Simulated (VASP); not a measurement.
# Nb3B5 (P-6m2) in VASP: density of states with PBE

Aim: the density of states of Nb3B5 with PBE.

Program: VASP 6.6.1. These are calculated values, not measurements. Logs are shortened: lines on timing, memory, paths and dates and some standing lists are left out, and cuts for length are marked.

### Step 1. The crystal as given

Symmetry: P-6m2, No. 187, hexagonal system. Conventional cell: a = 3.120 Å, b = 3.120 Å, c = 9.636 Å, α = 90.00°, β = 90.00°, γ = 120.00°. Nb (site symmetry 3m) has 9 B at 2.36 to 2.45 Å as nearest neighbours. Nb (site symmetry -6m2) is surrounded by 12 B at 2.44 to 2.48 Å. B (site symmetry -6m2) is surrounded by 6 Nb at 2.36 Å. B (site symmetry 3m) has 3 B at 1.80 Å as nearest neighbours. Around B (site symmetry 3m) lie 3 B at 1.80 Å.

The cell was built by a generator and needn't be a form met in nature.

### Step 2. Density of states, PBE

Contents of POSCAR:

```
Nb3B5
1.0
    3.1200100000      0.0000000000      0.0000000000
   -1.5600050000      2.7020080000      0.0000000000
    0.0000000000      0.0000000000      9.6364600000
Nb B
3 5
Direct
    0.0000000000      0.0000000000      0.1577890000
    0.0000000000      0.0000000000      0.8422110000
    0.0000000000      0.0000000000      0.5000000000
    0.3333330000      0.6666670000      0.0000000000
    0.3333330000      0.6666670000      0.3295140000
    0.6666670000      0.3333330000      0.3238440000
    0.3333330000      0.6666670000      0.6704860000
    0.6666670000      0.3333330000      0.6761560000
```

Contents of INCAR.step1:

```
SYSTEM = Nb3B5
ALGO = Normal ; EDIFF = 1E-6
ENCUT = 520 ; GGA = PE
ISIF = 2 ; ISMEAR = 0
KPAR = 2 ; LASPH = .True.
LCHARG = .True. ; LMAXMIX = 4
LREAL = .False. ; LWAVE = .False.
NELM = 100 ; PREC = Accurate
SIGMA = 0.1
```

Contents of KPOINTS.step1:

```
k-points
0
Gamma
  12 12 4
  0 0 0
```

Contents of INCAR.step2:

```
SYSTEM = Nb3B5
ALGO = Normal ; EDIFF = 1E-6
ENCUT = 520 ; GGA = PE
ICHARG = 11 ; ISIF = 2
ISMEAR = -5 ; KPAR = 2
LASPH = .True. ; LCHARG = .False.
LMAXMIX = 4 ; LORBIT = 11
LREAL = .False. ; LWAVE = .False.
NEDOS = 2001 ; NELM = 100
PREC = Accurate ; SIGMA = 0.1
```

Contents of KPOINTS.step2:

```
k-points
0
Gamma
  18 18 6
  0 0 0
```

Potentials or basis: VASP PAW PBE potentials, release 64 (Nb_sv, B).

Launch:

```sh
$ cat potpaw_PBE.64/Nb_sv/POTCAR potpaw_PBE.64/B/POTCAR > POTCAR
$ cp INCAR.step1 INCAR
$ cp KPOINTS.step1 KPOINTS
$ mpirun -np 2 vasp_std > vasp.out
$ cp INCAR.step2 INCAR
$ cp KPOINTS.step2 KPOINTS
$ mpirun -np 2 vasp_std > vasp.out
```

OUTCAR:

```text
SYSTEM = Nb3B5
   EDIFF = 1E-6
   ENCUT = 520
   GGA = PE
   ICHARG = 11
   ISIF = 2
   ISMEAR = -5
   LASPH = .True.
   LORBIT = 11
   LREAL = .False.
   NELM = 100
   PREC = Accurate

 ion  position               nearest neighbor table
   1  0.000  0.000  0.158-   4 2.36   4 2.36   4 2.36   6 2.41   6 2.41   6 2.41   5 2.45   5 2.45
                             5 2.45   2 3.04
   2  0.000  0.000  0.842-   4 2.36   4 2.36   4 2.36   8 2.41   8 2.41   8 2.41   7 2.45   7 2.45
                             7 2.45   1 3.04
   3  0.000  0.000  0.500-   5 2.44   7 2.44   5 2.44   7 2.44   5 2.44   7 2.44   6 2.48   8 2.48
                             6 2.48   8 2.48   6 2.48   8 2.48
   4  0.333  0.667  0.000-   1 2.36   2 2.36   1 2.36   2 2.36   1 2.36   2 2.36
   5  0.333  0.667  0.330-   6 1.80   6 1.80   6 1.80   3 2.44   3 2.44   3 2.44   1 2.45   1 2.45
                             1 2.45
   6  0.667  0.333  0.324-   5 1.80   5 1.80   5 1.80   1 2.41   1 2.41   1 2.41   3 2.48   3 2.48
                             3 2.48
   7  0.333  0.667  0.670-   8 1.80   8 1.80   8 1.80   3 2.44   3 2.44   3 2.44   2 2.45   2 2.45
                             2 2.45
   8  0.667  0.333  0.676-   7 1.80   7 1.80   7 1.80   2 2.41   2 2.41   2 2.41   3 2.48   3 2.48
                             3 2.48

  LATTYP: Found a hexagonal cell.
 ALAT       =     3.1200100000
 C/A-ratio  =     3.0885990750

  Lattice vectors:

 A1 = (   3.1200100000,   0.0000000000,   0.0000000000)
 A2 = (  -1.5600050000,   2.7020080000,   0.0000000000)
 A3 = (   0.0000000000,   0.0000000000,   9.6364600000)

Analysis of symmetry for initial positions (statically):
=====================================================================
 Subroutine PRICEL returns:
 Original cell was already a primitive cell.

 Routine SETGRP: Setting up the symmetry group for a
 hexagonal supercell.

 Subroutine GETGRP returns: Found 12 space group operations
 (whereof 12 operations were pure point group operations)
 out of a pool of 24 trial point group operations.

The static configuration has the point symmetry D_3h.

Analysis of symmetry for dynamics (positions and initial velocities):
=====================================================================
 Subroutine PRICEL returns:
 Original cell was already a primitive cell.

 Routine SETGRP: Setting up the symmetry group for a
 hexagonal supercell.

 Subroutine GETGRP returns: Found 12 space group operations
 (whereof 12 operations were pure point group operations)
 out of a pool of 24 trial point group operations.

The dynamic configuration has the point symmetry D_3h.

 Subroutine INISYM returns: Found 12 space group operations
 (whereof 12 operations are pure point group operations),
 and found     1 'primitive' translations

----------------------------------------------------------------------------------------

                                     Primitive cell

  volume of cell :      81.2382

  direct lattice vectors                    reciprocal lattice vectors
     3.120010000  0.000000000  0.000000000     0.320511793  0.185047565  0.000000000
    -1.560005000  2.702008000  0.000000000     0.000000000  0.370095129  0.000000000
     0.000000000  0.000000000  9.636460000     0.000000000  0.000000000  0.103772547

  length of vectors
     3.120010000  3.120010069  9.636460000     0.370095137  0.370095129  0.103772547

  position of ions in fractional coordinates (direct lattice)
     0.000000000  0.000000000  0.157789000
     0.000000000  0.000000000  0.842211000
     0.000000000  0.000000000  0.500000000
     0.333333000  0.666667000  0.000000000
     0.333333000  0.666667000  0.329514000
     0.666667000  0.333333000  0.323844000
     0.333333000  0.666667000  0.670486000
     0.666667000  0.333333000  0.676156000

  ion indices of the primitive-cell ions
   primitive index   ion index
                 1           1
                 2           2
                 3           3
                 4           4
                 5           5
                 6           6
                 7           7
                 8           8

----------------------------------------------------------------------------------------

 KPOINTS: k-points

Automatic generation of k-mesh.
 Grid dimensions read from file:
 generate k-points for:   18   18    6

 Generating k-lattice:

  Cartesian coordinates                     Fractional coordinates (reciprocal lattice)
     0.017806211  0.010280420  0.000000000     0.055555556 -0.000000000  0.000000000
     0.000000000  0.020560841  0.000000000     0.000000000  0.055555556  0.000000000
     0.000000000  0.000000000  0.017295425     0.000000000  0.000000000  0.166666667

  Length of vectors
     0.020560841  0.020560841  0.017295425

  Shift w.r.t. Gamma in fractional coordinates (k-lattice)
     0.000000000  0.000000000  0.000000000

 TETIRR: Found   1977 inequivalent tetrahedra from    11664

 Subroutine IBZKPT returns following result:
 ===========================================

 Found    148 irreducible k-points:

 Following reciprocal coordinates:
            Coordinates               Weight
  0.000000  0.000000  0.000000      1.000000
  0.055556 -0.000000  0.000000      6.000000
  0.111111 -0.000000  0.000000      6.000000
  0.166667 -0.000000  0.000000      6.000000
  0.222222  0.000000  0.000000      6.000000
  0.277778  0.000000  0.000000      6.000000
[... 16 lines left out ...]
  0.333333  0.111111  0.000000     12.000000
  0.388889  0.111111  0.000000     12.000000
 [... further k-points ...]
   k-points           NKPTS =    148   k-points in BZ     NKDIM =    148   number of bands    NBANDS=     32
   number of dos      NEDOS =   2001   number of ions     NIONS =      8
   total plane-waves  NPLWV =  41472
   dimension x,y,z NGX =    24 NGY =   24 NGZ =   72
   dimension x,y,z NGXF=    48 NGYF=   48 NGZF=  144
   ions per type =               3   5
   NGX,Y,Z   is equivalent  to a cutoff of  12.79, 12.79, 12.42 a.u.
   NGXF,Y,Z  is equivalent  to a cutoff of  25.58, 25.58, 24.84 a.u.
 SYSTEM =  Nb3B5
   PREC   = accura    normal or accurate (medium, high low for compatibility)
   ISTART =      0    job   : 0-new  1-cont  2-samecut
   ICHARG =     11    charge: 1-file 2-atom 10-const
   ISPIN  =      1    spin polarized calculation?
   LNONCOLLINEAR =      F non collinear calculations
   LSORBIT =      F    spin-orbit coupling
   LASPH  =      T    aspherical Exc in radial PAW
   ENCUT  =  520.0 eV  38.22 Ry    6.18 a.u.   5.80  5.80 17.92*2*pi/ulx,y,z
   NELM   =    100;   NELMIN=  2; NELMDL=  0     # of ELM steps
   EDIFF  = 0.1E-05   stopping-criterion for ELM
   LREAL  =      F    real-space projection
   EDIFFG = 0.1E-04   stopping-criterion for IOM
   NSW    =      0    number of steps for IOM
   IBRION =     -1    ionic relax: 0-MD 1-quasi-New 2-CG
   NFREE  =      0    steps in history (QN), initial steepest desc. (CG)
   ISIF   =      2    stress and relaxation
   ISYM   =      2    0-nonsym 1-usesym 2-fastsym
   POTIM  = 0.5000    time-step for ionic-motion
   TEBEG  =    0.0;   TEEND  =   0.0 temperature during run
   PSTRESS=    0.0 pullay stress
   NELECT =      54.0000    total number of electrons
   NUPDOWN=      -1.0000    fix difference up-down
   EMIN   =  10.00;   EMAX   =-10.00  energy-range for DOS
   EFERMI =   0.00;   METHOD = LEGACY
   ISMEAR =    -5;   SIGMA  =   0.10  broadening in eV -4-tet -1-fermi 0-gaus
   EFERMI_NEDOS =   21; number of points for ismear=-14 and -15
   IALGO  =     38    algorithm
   IMIX   =      4    mixing-type and parameters
     AMIX     =   0.40;   BMIX     =  1.00
     AMIX_MAG =   1.60;   BMIX_MAG =  1.00
  volume/ion in A,a.u.               =      10.15        68.53
  Fermi-wavevector in a.u.,A,eV,Ry     =   1.428738  2.699924 27.773481  2.041293
  Thomas-Fermi vector in A             =   2.548768
   LORBIT       =     11    0 simple, 1 ext, 2 COOP (PROOUT), +10 PAW based schemes
   GGA     = PE    functional components
   LHFCALC =     F    Hartree Fock is set to
   AEXX    =    0.0000 exact exchange contribution
   IVDW    =     0    specifies the selected vdW correction
   LEPSILON=     F    determine dielectric tensor
   LRPA    =     F    only Hartree local field effects (RPA)
 non-spin polarized calculation
 Fermi weights with tetrahedron method with Bloechl corrections
  energy-cutoff  :      520.00
  volume of cell :       81.24
 maximum number of plane-waves:      2212
 NGX is ok and might be reduce to    24

 number of electron      54.0000000 magnetization

 Free energy of the ion-electron system (eV)
  ---------------------------------------------------
  ext. energy  EPLUGINS =         0.00000000
  ---------------------------------------------------
  free energy    TOTEN  =       -69.39813493 eV

  energy without entropy =      -69.39813493  energy(sigma->0) =      -69.39813493

 E-fermi :  11.0693     XC(G=0): -12.8073

 val. band max:       11.1115970426   @ k =   0.3333   0.2222   0.0000
 cond. band min:      11.0751427596   @ k =   0.1111   0.0556   0.1667
 fundamental gap:     -0.0364542830
 Fermi energy:        11.0692782754

 k-point     1 :       0.0000    0.0000    0.0000
  band No.  band energies     occupation
      1     -44.4879      2.00000
      2     -43.6197      2.00000
      3     -43.5933      2.00000
      4     -20.7897      2.00000
      5     -20.2416      2.00000
      6     -20.2416      2.00000
[... 24 lines left out ...]
     31      12.5996      0.00000
     32      12.6004      0.00000

 k-point     2 :       0.0556   -0.0000    0.0000
  band No.  band energies     occupation
      1     -44.4854      2.00000
      2     -43.6173      2.00000
      3     -43.5910      2.00000
      4     -20.7854      2.00000
      5     -20.2631      2.00000
      6     -20.2464      2.00000
[... 24 lines left out ...]
     31      12.5973      0.00000
     32      12.7711      0.00000

 k-point     3 :       0.1111   -0.0000    0.0000
  band No.  band energies     occupation
      1     -44.4785      2.00000
      2     -43.6103      2.00000
      3     -43.5841      2.00000
      4     -20.7730      2.00000
      5     -20.3245      2.00000
      6     -20.2601      2.00000
[... 24 lines left out ...]
     31      12.6777      0.00000
     32      13.1622      0.00000

 k-point     4 :       0.1667   -0.0000    0.0000
  band No.  band energies     occupation
      1     -44.4678      2.00000
      2     -43.5996      2.00000
      3     -43.5735      2.00000
      4     -20.7540      2.00000
      5     -20.4175      2.00000
      6     -20.2811      2.00000
[... 654 lines left out ...]
     31      13.3366      0.00000
     32      13.5595      0.00000

 k-point    23 :       0.3333    0.1111    0.0000
  band No.  band energies     occupation
      1     -44.4137      2.00000
      2     -43.5453      2.00000
      3     -43.5198      2.00000
      4     -20.8274      2.00000
      5     -20.6571      2.00000
      6     -20.4263      2.00000
[... 24 lines left out ...]
     31      13.5943      0.00000
     32      13.9543      0.00000

 k-point    24 :       0.3889    0.1111    0.0000
  band No.  band energies     occupation
      1     -44.4070      2.00000
      2     -43.5386      2.00000
      3     -43.5132      2.00000
      4     -20.8760      2.00000
      5     -20.6451      2.00000
      6     -20.4435      2.00000
[... 24 lines left out ...]
     31      13.7837      0.00000
     32      14.5785      0.00000

 [... further k-points ...]
[... 5 lines left out ...]
  --------------------------------------------------------------------------------------
  -------------------------------------------------------------------------------------
  Total       -0.0051215     -0.0051215     -0.0556817      0.0000000      0.0000000      0.0000000
  in kB       -0.1010057     -0.1010057     -1.0981536      0.0000000      0.0000000      0.0000000
  external PRESSURE =      -0.4333883 kB  Pullay stress =       0.0000000 kB

 VOLUME and BASIS-vectors are now :
 -----------------------------------------------------------------------------
  energy-cutoff  :      520.00
  volume of cell :       81.24
      direct lattice vectors                 reciprocal lattice vectors
     3.120010000  0.000000000  0.000000000     0.320511793  0.185047565  0.000000000
    -1.560005000  2.702008000  0.000000000     0.000000000  0.370095129  0.000000000
     0.000000000  0.000000000  9.636460000     0.000000000  0.000000000  0.103772547

 POSITION                                       TOTAL-FORCE (eV/Angst)
 -----------------------------------------------------------------------------------
      0.00000      0.00000      1.52053         0.000000     -0.000000      0.018769
      0.00000      0.00000      8.11593         0.000000     -0.000000     -0.018769
      0.00000      0.00000      4.81823         0.000000     -0.000000     -0.000000
     -0.00000      1.80134      0.00000        -0.000000     -0.000000     -0.000000
     -0.00000      1.80134      3.17535         0.000000      0.000000      0.010557
      1.56001      0.90067      3.12071        -0.000000     -0.000000     -0.012402
     -0.00000      1.80134      6.46111         0.000000      0.000000     -0.010557
      1.56001      0.90067      6.51575         0.000000     -0.000000      0.012402
 -----------------------------------------------------------------------------------
    total drift:                                0.000080     -0.000046      0.000000

  FREE ENERGIE OF THE ION-ELECTRON SYSTEM (eV)
  ---------------------------------------------------
  free  energy   TOTEN  =       -69.3981349281 eV

  energy  without entropy=      -69.3981349281  energy(sigma->0) =      -69.39813493

 total charge

# of ion       s       p       d       tot
------------------------------------------
    1        2.174   6.060   2.467  10.701
    2        2.174   6.060   2.467  10.701
    3        2.152   6.057   2.500  10.708
    4        0.733   1.100   0.000   1.833
    5        0.667   1.291   0.000   1.958
    6        0.674   1.269   0.000   1.943
    7        0.667   1.291   0.000   1.958
    8        0.674   1.269   0.000   1.943
--------------------------------------------------
tot          9.916  24.398   7.433  41.747
```

Wall time 3.2 min (2 MPI ranks of Intel Xeon Platinum 8488C (Sapphire Rapids), shared host); peak memory 0.4 GiB.

What came out:

* Valence electrons inside the program's atomic spheres: Nb 10.70, 10.71; B 1.83, 1.96, 1.94

Levels at points of the mesh, in eV from the Fermi level:
```csv
k point,band 23,band 24,band 25,band 26,band 27,band 28,band 29,band 30,band 31,band 32
"(0.00, 0.00, 0.00)",-0.97,-0.97,-0.97,-0.79,-0.79,0.33,0.33,0.55,1.53,1.53
"(0.50, 0.00, 0.00)",-3.55,-2.99,-2.11,-0.10,-0.05,1.37,1.92,2.10,2.87,3.79
"(0.00, 0.00, 0.50)",-0.99,-0.99,-0.83,-0.30,-0.30,0.23,0.41,0.41,1.12,1.14
"(0.50, 0.00, 0.50)",-3.39,-3.23,-2.13,-0.57,-0.17,2.03,2.59,2.75,2.87,3.16
```

States per cell in windows of 0.5 eV (zero at the Fermi level; states under -8 eV left out):
```tsv
from (eV)	total	Nb3_d	Nb1_d	Nb2_d	B6_p	B8_p	B5_p
-8.0	0.74	0.03	0.02	0.02	0.03	0.03	0.03
-7.5	0.98	0.04	0.03	0.03	0.04	0.04	0.04
-7.0	0.61	0.03	0.02	0.02	0.04	0.04	0.04
-6.5	1.59	0.08	0.06	0.06	0.09	0.09	0.09
-6.0	1.30	0.07	0.07	0.07	0.08	0.08	0.08
-5.5	1.84	0.16	0.07	0.07	0.15	0.15	0.15
-5.0	1.55	0.17	0.07	0.07	0.11	0.11	0.12
-4.5	2.34	0.21	0.14	0.14	0.18	0.18	0.19
-4.0	1.97	0.26	0.15	0.15	0.14	0.14	0.14
-3.5	2.87	0.33	0.29	0.29	0.11	0.11	0.09
-3.0	1.68	0.23	0.23	0.23	0.05	0.05	0.04
-2.5	0.83	0.11	0.13	0.13	0.02	0.02	0.01
-2.0	1.14	0.10	0.19	0.19	0.02	0.02	0.02
-1.5	1.69	0.13	0.30	0.30	0.02	0.02	0.03
-1.0	2.20	0.24	0.41	0.41	0.02	0.02	0.04
-0.5	1.29	0.14	0.21	0.21	0.02	0.02	0.02
0.0	0.75	0.17	0.14	0.14	0.01	0.01	0.01
0.5	1.29	0.31	0.24	0.24	0.03	0.03	0.02
1.0	1.47	0.41	0.24	0.24	0.04	0.04	0.03
1.5	1.70	0.46	0.27	0.27	0.05	0.05	0.04
2.0	1.76	0.52	0.27	0.27	0.05	0.05	0.04
2.5	1.67	0.67	0.23	0.23	0.03	0.03	0.03
3.0	1.09	0.27	0.24	0.24	0.02	0.02	0.01
3.5	0.29	0.05	0.08	0.08	0.00	0.00	0.00
4.0	0.00	0.00	0.00	0.00	0.00	0.00	0.00
4.5	0.00	0.00	0.00	0.00	0.00	0.00	0.00
5.0	0.00	0.00	0.00	0.00	0.00	0.00	0.00
5.5	0.00	0.00	0.00	0.00	0.00	0.00	0.00
```

Caveat: tetrahedron occupations give inexact forces and stress in metals.
